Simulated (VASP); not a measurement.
Given:

```xyz
2
Lattice="0.0000 3.2022 3.2022 3.2022 0.0000 3.2022 3.2022 3.2022 0.0000" Properties=species:S:1:pos:R:3 pbc="T T T"
Sn     0.0000     0.0000     0.0000
Te     3.2022     3.2022     3.2022
```

The numbers are results of PBE GGA, VASP's PBE PAW potentials (set 64) (plane waves; VASP), not measurements. Run with 480 eV cut-off, 8×8×8 Γ-centred mesh, Gaussian smearing of 0.050 eV, potentials Sn_d Te.

Energy and stress use the plane-wave basis of the starting cell.

Problem. The ions, cell shape and volume at an external pressure of 15.0 GPa are relaxed. What does this cell relax into?

Solution. 
```xyz
2
Lattice="0.0000 2.9722 2.9722 2.9722 0.0000 2.9722 2.9722 2.9722 0.0000" Properties=species:S:1:pos:R:3 pbc="T T T"
Sn     0.0000     0.0000     0.0000
Te     2.9722     2.9722     2.9722
```
Space group Fm-3m (225), at a tolerance of 0.03 Å.

Problem. How do energy and volume change from the first to the last step?

Solution. The energy (σ→0) changes by +256.2 meV/atom and the volume by -20.0 %, in 7 ionic steps.

The compound is SnTe in the rock salt structure, which distorts at low temperature. This run relaxes it under an external pressure of 15 GPa. Symmetry was kept, so distortions that lower it aren't found.
